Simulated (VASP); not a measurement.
Runs of VASP 6.6.1 on C2BrH5. The cell holds a molecule in a box, 8 atoms: a = 13.000 Å, b = 12.000 Å, c = 12.000 Å, α = 90.00°, β = 90.00°, γ = 90.00°. 

| task | level | cell | grid for exact exchange (PRECFOCK) | screening parameter | gap on the mesh (eV) | largest force (eV/Å) |
| --- | --- | --- | --- | --- | --- | --- |
| relaxation of the atoms | r2SCAN | atoms relaxed | - | - | 5.98 | 0.01 |
| single point | HSE06+TS | as given | Fast | 0.2 1/A | (b) | 0.04 |
| single point | BLYP+D3(BJ) | as given | - | - | 5.37 | 0.82 |
| electron localisation function | PBE | as given | - | - | 5.45 | 0.39 |
| atomic charges | PBE+TS | as given | - | - | 5.45 | (a) |

Alike in all rows: potentials or basis VASP PAW PBE potentials, release 64 (C, Br, H); no spin polarisation; k mesh 1 × 1 × 1; cutoff (eV) 520; smearing gaussian 0.01 eV.

**Question.** Fill in the values left out.

**Answer.** (a) 0.41; (b) 6.83.

Caveats: the PAW data sets were made with another functional, which shifts forces and pressure a little (some runs).

A k mesh can miss the band edges, and the runs leave out spin-orbit coupling on Br.

Not every run made on this cell is shown here.
